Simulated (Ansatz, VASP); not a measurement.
## Ta3Se2: VASP beside Ansatz

INCAR

```
PREC = Accurate
ENCUT = 600
EDIFF = 1E-7
ISMEAR = 0
SIGMA = 0.1
LREAL = False
LASPH = True
NELM = 100
ALGO = Normal
ISIF = 3
LWAVE = False
LCHARG = False
GGA = PE
IBRION = 2
NSW = 100
EDIFFG = -0.01
```

Contents of KPOINTS:

```
Automatic mesh
0
Gamma
  6 6 6
```

The input POSCAR:

```
Ta3Se2
1.0
    3.3518096495      1.9351682034      4.8756477769
   -3.3518096495      1.9351682034      4.8756477769
    0.0000000000     -3.8703364068      4.8756477769
Ta Se
6 4
Direct
    0.9955387854      0.5044612146      0.7500000000
    0.7500000000      0.9955387854      0.5044612146
    0.5044612146      0.7500000000      0.9955387854
    0.0044612146      0.4955387854      0.2500000000
    0.2500000000      0.0044612146      0.4955387854
    0.4955387854      0.2500000000      0.0044612146
    0.8976924581      0.8976924581      0.8976924581
    0.6023075419      0.6023075419      0.6023075419
    0.1023075419      0.1023075419      0.1023075419
    0.3976924581      0.3976924581      0.3976924581
```

Input for Ansatz:

```yaml
crystal:
  lattice:
    - [3.3518096495, 1.9351682034, 4.8756477769]
    - [-3.3518096495, 1.9351682034, 4.8756477769]
    - [0.0, -3.8703364068, 4.8756477769]
  atoms:
    - { symbol: Ta, position: [0.9955387854, 0.5044612146, 0.75] }
    - { symbol: Ta, position: [0.75, 0.9955387854, 0.5044612146] }
    - { symbol: Ta, position: [0.5044612146, 0.75, 0.9955387854] }
    - { symbol: Ta, position: [0.0044612146, 0.4955387854, 0.25] }
    - { symbol: Ta, position: [0.25, 0.0044612146, 0.4955387854] }
    - { symbol: Ta, position: [0.4955387854, 0.25, 0.0044612146] }
    - { symbol: Se, position: [0.8976924581, 0.8976924581, 0.8976924581] }
    - { symbol: Se, position: [0.6023075419, 0.6023075419, 0.6023075419] }
    - { symbol: Se, position: [0.1023075419, 0.1023075419, 0.1023075419] }
    - { symbol: Se, position: [0.3976924581, 0.3976924581, 0.3976924581] }
basis:
  ecutwfc: 420
kpoints:
  mp_grid: { grid: [6, 6, 6] }
hamiltonian:
  xc: pbe
scf:
  occupations: { method: gaussian, width: 0.1 }
output:
  forces: true
  stress: true
  eigenvalues: true
relax:
  adjacent_minimum: "off"
  f_tol: 0.01
  max_steps: 80
  cell: { stress_tol: 0.05 }
```

Alike in both runs: task relaxation of cell and atoms; functional PBE; k mesh 6 × 6 × 6; occupations gaussian, width 0.1 eV; no spin polarisation.

|  | VASP | Ansatz |
| --- | --- | --- |
| version | VASP 6.6.1 | Ansatz 0.2.0 |
| potentials or method | VASP PAW PBE potentials, release 64 (Ta_pv, Se) | scalar-relativistic, plane waves, PAW |
| plane-wave cutoff (eV) | 600 | 420 |
| valence electrons in the cell | 90 | 142 |

Ansatz gave:

```
gap on the k mesh at the Fermi level, each at its own relaxed structure (eV) : none
relaxed volume (Å³/atom)                                                     : 19.02
relaxed cell length with the largest relative difference (Å)                 : 6.222
```

Q: Estimate VASP's values.

A: gap on the k mesh at the Fermi level, each at its own relaxed structure (eV): none; relaxed volume (Å³/atom): 19.06; relaxed cell length with the largest relative difference (Å): 6.228.

A gap of «none» marks a metal or a gap that the smearing closes. The two sets of potentials don't hold the same shells in valence.

The runs have no spin-orbit coupling, so splittings on Ta are missing.
